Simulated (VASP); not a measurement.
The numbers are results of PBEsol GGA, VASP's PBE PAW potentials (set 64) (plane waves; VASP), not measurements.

The input files of a VASP run:

**POSCAR**
```
Cd4SSe3
1
   -0.0001754377     6.0197931472     6.0133147721
    6.0197931472    -0.0001754377     6.0133147721
    3.0098088547     3.0098088547     0.0000000000
Cd Se S
4 3 1
Direct
  0.9996176075   0.9996176075   0.0007647851
  0.9898551055   0.5039472293   0.0061976651
  0.5039472293   0.9898551055   0.0061976651
  0.5065441693   0.5065441693   0.9869116613
  0.1259343720   0.1259343720   0.2481312559
  0.1266349235   0.6232030918   0.2501619847
  0.6232030918   0.1266349235   0.2501619847
  0.6242635010   0.6242635010   0.2514729979
```

### INCAR
```
GGA = PS
LREAL = .FALSE.   ! projection in real space or not
LMAXMIX = 4
NELM = 100
ICHARG = 11   ! fixed density
ISMEAR = 0
ALGO = Normal
PREC = Accurate
EDIFF = 1E-7
LORBIT = 11   ! lm-projected
LASPH = .TRUE.
ENCUT = 400   ! plane-wave cut-off (eV)
SIGMA = 0.05
LWAVE = .FALSE.
SYSTEM = Cd4SSe3
LCHARG = .FALSE.
```

**KPOINTS**
```
k-points along high-symmetry lines
8
Line-mode
Reciprocal
  0.000000   0.000000   0.000000 ! GAMMA
 -0.500000  -0.500000   0.000000 ! Y

 -0.500000  -0.500000   0.000000 ! Y
 -0.625000  -0.375000   0.000000 ! C_0

 -0.375000   0.375000   0.000000 ! SIGMA_0
  0.000000   0.000000   0.000000 ! GAMMA

  0.000000   0.000000   0.000000 ! GAMMA
  0.500000   0.500000   0.500000 ! Z

  0.500000   0.500000   0.500000 ! Z
  0.125000   0.875000   0.500000 ! A_0

 -0.125000   0.125000   0.500000 ! E_0
  0.000000   0.000000   0.500000 ! T

  0.000000   0.000000   0.500000 ! T
 -0.500000  -0.500000   0.000000 ! Y

  0.000000   0.000000   0.000000 ! GAMMA
 -0.500000   0.000000   0.000000 ! S

 -0.500000   0.000000   0.000000 ! S
  0.000000   0.500000   0.500000 ! R

  0.000000   0.500000   0.500000 ! R
  0.500000   0.500000   0.500000 ! Z

  0.500000   0.500000   0.500000 ! Z
  0.000000   0.000000   0.500000 ! T
```

POTCAR, in this order: Cd Se S (PBE.64 set). Program: vasp_std. Read from the step before: CHGCAR.

The resulting files:

OSZICAR:
```
       N       E                     dE             d eps       ncg     rms          rms(c)
DAV:   1     0.440242635575E+03    0.44024E+03   -0.30518E+04  7608   0.124E+03
DAV:   2     0.191309647005E+01   -0.43833E+03   -0.42999E+03  8486   0.336E+02
DAV:   3    -0.241347133288E+02   -0.26048E+02   -0.25868E+02  8744   0.804E+01
DAV:   4    -0.244634014451E+02   -0.32869E+00   -0.32822E+00  8521   0.820E+00
DAV:   5    -0.244679291746E+02   -0.45277E-02   -0.45269E-02  8738   0.889E-01
DAV:   6    -0.244680279756E+02   -0.98801E-04   -0.98793E-04  8628   0.128E-01
DAV:   7    -0.244680309201E+02   -0.29445E-05   -0.29444E-05  8786   0.205E-02
DAV:   8    -0.244680310205E+02   -0.10043E-06   -0.10038E-06  7177   0.362E-03
DAV:   9    -0.244680310245E+02   -0.39636E-08   -0.39175E-08  5624   0.771E-04
   1 F= -.24468031E+02 E0= -.24468031E+02  d E =-.241998E-13
```

### OUTCAR
```
 val. band max:        0.9688146650   @ k =   0.0000   0.0000   0.0000

 cond. band min:       1.5104806553   @ k =   0.0000   0.0000   0.0000



 k-point     1 :       0.0000    0.0000    0.0000
  band No.  band energies     occupation
      1     -11.6546      2.00000
      2     -11.2701      2.00000
      3     -11.2426      2.00000
      4     -11.1302      2.00000
      5      -6.9769      2.00000
      6      -6.9684      2.00000
      7      -6.9642      2.00000
      8      -6.8531      2.00000
      9      -6.8501      2.00000
     10      -6.8462      2.00000
     11      -6.8458      2.00000
     12      -6.7582      2.00000
     13      -6.6727      2.00000
     14      -6.6642      2.00000
     15      -6.5741      2.00000
     16      -6.5717      2.00000
     17      -6.5213      2.00000
     18      -6.5208      2.00000
     19      -6.5190      2.00000
     20      -6.5009      2.00000
     21      -6.4618      2.00000
     22      -6.2545      2.00000
     23      -6.2137      2.00000
     24      -6.1681      2.00000
     25      -3.6068      2.00000
     26      -3.5053      2.00000
     27      -3.1789      2.00000
     28      -1.0263      2.00000
     29      -0.9934      2.00000
     30       0.0134      2.00000
     31       0.0971      2.00000
     32       0.1618      2.00000
     33       0.2936      2.00000
     34       0.9344      2.00000
     35       0.9516      2.00000
     36       0.9688      2.00000
     37       1.5105      0.00000
     38       3.3062      0.00000
     39       3.4055      0.00000
     40       4.0023      0.00000
     41       4.7150      0.00000
     42       6.9180      0.00000
     43       6.9207      0.00000

 k-point     2 :      -0.0714   -0.0714    0.0000
  band No.  band energies     occupation
      1     -11.6482      2.00000
      2     -11.2703      2.00000
      3     -11.2429      2.00000
      4     -11.1366      2.00000
      5      -6.9740      2.00000
      6      -6.9653      2.00000
...
```

The density is held fixed in this step, so its total energy and stress have no physical meaning.

The structure was generated: Cd4SSe3 was put into an ordered model structure (Amm2), which need not be its known phase. It was relaxed first.
